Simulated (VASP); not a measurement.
Consider the following.

```
AuB
1.0
    2.91833     0.00000     0.00000
    0.00000     2.91833     0.00000
    0.00000     0.00000     2.91833
Au B
1 1
Direct
  0.00000   0.00000   0.00000
  0.50000   0.50000   0.50000
```

Computed with PBE GGA, VASP's PBE PAW potentials (set 64) (plane waves; VASP). Run with 400 eV cut-off, 9×9×9 Γ-centred mesh, Fermi-Dirac smearing of 0.10 eV, potentials Au B.

At this cut-off the stress carries a Pulay error, which pulls relaxed volumes low. Unless said otherwise, spin-orbit coupling is left out, though it shifts the bands of the heavy elements here.

Q: Estimate the energy per atom (σ→0), pressure, band gap (on the k-mesh) with the smallest direct gap where there is one.

A: 
```json
{
  "band gap (on the k-mesh)": "none (metal, semimetal or under 0.01 eV)",
  "energy per atom (σ→0)": "-3.641 eV/atom",
  "pressure": "1.13 GPa"
}
```

The absolute energy has meaning only against runs of the same code, potentials and settings.

The structure was generated: BAu was put into an ordered model structure, which need not be its known phase. The cell was not relaxed at this level.
